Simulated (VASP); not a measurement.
# Ti2Te2S in VASP: notebook, part 2 of 2

VASP 6.6.1.

### Step 3. Relaxation of cell and atoms, PBE

This run uses another cell than the first one, of 23.06 Å³/atom, 0.839 times its volume.

File INCAR:

```
  ALGO = Fast
  EDIFF = 1E-4
  EDIFFG = -0.08
  ENCUT = 520
  GGA = PE
  IBRION = 2
  ISIF = 3
  ISMEAR = 0
  LASPH = T
  LCHARG = F
  LREAL = F
  LWAVE = F
  NELM = 60
  NSW = 24
  PREC = Normal
  SIGMA = 0.15
```

File KPOINTS:

```
k-points
0
Gamma
  4 4 4
```

File POSCAR:

```
Ti2Te2S
1.0
   -2.3000000000      2.3000000000      5.4500000000
    2.3000000000     -2.3000000000      5.4500000000
    2.3000000000      2.3000000000     -5.4500000000
Ti Te S
2 2 1
Direct
    0.5000000000      0.0000000000      0.5000000000
    0.0000000000      0.5000000000      0.5000000000
    0.3500000000      0.3500000000      0.0000000000
    0.6500000000      0.6500000000      0.0000000000
    0.0000000000      0.0000000000      0.0000000000
```

Potentials or basis: VASP PAW PBE potentials, release 64 (Ti_sv, Te, S).

The run is started by

```
cat potpaw_PBE.64/Ti_sv/POTCAR potpaw_PBE.64/Te/POTCAR potpaw_PBE.64/S/POTCAR > POTCAR
mpirun -np 1 vasp_std > vasp.out
```

Run time: 6.9 min. Hardware: 1 thread of Intel Xeon Platinum 8259CL at 2.50GHz (Skylake/Cascade Lake), shared host; peak memory 0.24 GiB.

Results (log left out):

```yaml
Free_energy: -30.0118 eV
Relaxed_volume: 26.45 Å³/atom
Relaxed_cell: a = 7.038 Å, b = 7.038 Å, c = 7.038 Å, α = 141.82°, β = 141.82°, γ = 55.10°
Space_group_after_relaxing_to_0.05_Å: I4/mmm (No. 139)
Energy_gained_by_relaxing: 92.7 meV/atom
Ionic_steps: 9
Pressure_after_relaxing: 0.0 GPa
Largest_force_after_relaxing: 0.025 eV/Å
Band_gap_on_the_k_mesh: none (metal or under the smearing width)
```

Forces in eV/Å, atoms in the order of the input:
```
Ti   0.000  0.000  0.000
Ti   0.000  0.000  0.000
Te   0.000  0.000  0.025
Te   0.000  0.000 -0.025
S    0.000  0.000  0.000
```

Stress tensor (GPa, compression positive):
```
-0.14  0.00  0.00
 0.00 -0.14  0.00
 0.00  0.00  0.17
```

The path:
| step | energy change (eV) | largest force (eV/Å) | pressure (GPa) | volume (Å³) |
| --- | --- | --- | --- | --- |
| 1 | 0.0000 | 1.7184 | 6.87 | 115.32 |
| 2 | -0.2370 | 0.4532 | -4.53 | 132.58 |
| 3 | -0.3285 | 0.1852 | -1.35 | 126.17 |
| 4 | -0.4162 | 0.1481 | -0.17 | 125.30 |
| 5 | -0.4210 | 0.2427 | 0.20 | 125.00 |
| 6 | -0.4277 | 0.2105 | 0.28 | 125.53 |
| 7 | -0.4436 | 0.1167 | 0.37 | 127.09 |
| 8 | -0.4590 | 0.0649 | 0.78 | 130.19 |
| 9 | -0.4635 | 0.0250 | -0.04 | 132.26 |

Final structure:
```yaml
crystal:
  lattice:
    - [-2.30188, 2.30188, 6.24019]
    - [2.30188, -2.30188, 6.24019]
    - [2.30188, 2.30188, -6.24019]
  atoms:
    - { symbol: Ti, position: [0.50000, 0.00000, 0.50000] }
    - { symbol: Ti, position: [0.00000, 0.50000, 0.50000] }
    - { symbol: Te, position: [0.35207, 0.35207, 0.00000] }
    - { symbol: Te, position: [0.64793, 0.64793, 0.00000] }
    - { symbol: S, position: [0.00000, 0.00000, 0.00000] }
```

Levels at points of the mesh, in eV from the Fermi level:
| k point | band 18 | band 19 | band 20 | band 21 | band 22 | band 23 | band 24 | band 25 |
| --- | --- | --- | --- | --- | --- | --- | --- | --- |
| (0.00, 0.00, 0.00) | -1.72 | -0.67 | -0.67 | 0.10 | 0.28 | 0.28 | 0.34 | 0.34 |
| (0.50, 0.00, 0.00) | -2.26 | -1.36 | -1.22 | -0.24 | 0.30 | 0.39 | 0.68 | 1.55 |
| (0.50, 0.50, 0.00) | -2.80 | -1.87 | -1.73 | -0.18 | 0.02 | 0.75 | 0.94 | 1.77 |
| (0.50, 0.50, 0.50) | -1.72 | -1.43 | -1.28 | -1.28 | -0.14 | 0.05 | 0.33 | 0.34 |

Caveat: the k mesh is coarse (spacing up to 0.48 Å⁻¹), so the values aren't converged; the relaxation stopped at a loose force limit of 0.08 eV/Å, so its end isn't a converged minimum.

### Step 4. Relaxation of cell and atoms, PBE

This run uses another cell than the first one, of 23.08 Å³/atom, 0.839 times its volume.

INCAR is that of step 3.

KPOINTS is that of step 3.

File POSCAR:

```
Ti2Te2S
1.0
    1.8500000000      1.0680980000      9.7333333300
   -1.8500000000      1.0680980000      9.7333333300
    0.0000000000     -2.1361960000      9.7333333300
Ti Te S
2 2 1
Direct
    0.6220000000      0.6220000000      0.6220000000
    0.3780000000      0.3780000000      0.3780000000
    0.1045000000      0.1045000000      0.1045000000
    0.8955000000      0.8955000000      0.8955000000
    0.0000000000      0.0000000000      0.0000000000
```

The run is started by

```
cat potpaw_PBE.64/Ti_sv/POTCAR potpaw_PBE.64/Te/POTCAR potpaw_PBE.64/S/POTCAR > POTCAR
mpirun -np 1 vasp_std > vasp.out
```

Wall time 14 min (1 thread of Intel Xeon Platinum 8259CL at 2.50GHz (Skylake/Cascade Lake), shared host); peak memory 0.47 GiB.

The run converged. Its results:

```
Free energy                            : -30.6463 eV
Relaxed volume                         : 22.36 Å³/atom
Relaxed cell                           : a = 10.429 Å, b = 10.429 Å, c = 10.429 Å, α = 19.62°, β = 19.62°, γ = 19.62°
Space group after relaxing (to 0.05 Å) : R-3m (No. 166)
Energy gained by relaxing              : 52.0 meV/atom
Ionic steps                            : 4
Pressure after relaxing                : 0.0 GPa
Largest force after relaxing           : 0.068 eV/Å
Band gap on the k mesh                 : 0.09 eV, direct
```

Forces on the atoms (eV/Å):
```
Ti   0.000  0.000 -0.068
Ti   0.000  0.000  0.068
Te   0.000  0.000  0.016
Te   0.000  0.000 -0.016
S    0.000  0.000  0.000
```

Stress tensor (GPa, compression positive):
```
 0.27  0.00  0.00
 0.00  0.27  0.00
 0.00  0.00 -0.47
```

Step by step:
```csv
step,energy change (eV),largest force (eV/Å),pressure (GPa),volume (Å³)
1,0.0000,1.1154,0.75,115.40
2,-0.2300,0.4546,-2.31,117.00
3,-0.2349,0.2723,-2.22,116.80
4,-0.2602,0.0682,0.02,111.82
```

Final structure:
```xyz
5
Lattice="1.7768 1.0258 10.2252 -1.7768 1.0258 10.2252 0.0000 -2.0517 10.2252" Properties=species:S:1:pos:R:3 pbc="T T T"
Ti    0.0000    0.0000   19.0967
Ti    0.0000    0.0000   11.5788
Te    0.0000    0.0000    3.2506
Te    0.0000    0.0000   27.4249
S     0.0000    0.0000    0.0000
```

Levels at points of the mesh, in eV from the valence-band top:
```tsv
k point	band 19	band 20	band 21	band 22	band 23	band 24
(0.00, 0.00, 0.00)	-0.36	-0.01	-0.01	0.09	0.09	1.44
(0.50, 0.00, 0.00)	-1.05	-1.01	-0.77	0.68	1.13	1.48
(0.50, 0.50, 0.00)	-1.10	-0.92	-0.88	0.71	1.14	1.53
(0.50, 0.50, 0.50)	-0.03	-0.03	0.00	0.09	0.09	1.45
```

Caveat: the k mesh is coarse (spacing up to 0.49 Å⁻¹), so the values aren't converged; spin-orbit coupling is left out, which moves the levels of the heavy elements; the relaxation stopped at a loose force limit of 0.08 eV/Å, so its end isn't a converged minimum. A k mesh can miss the band edges.
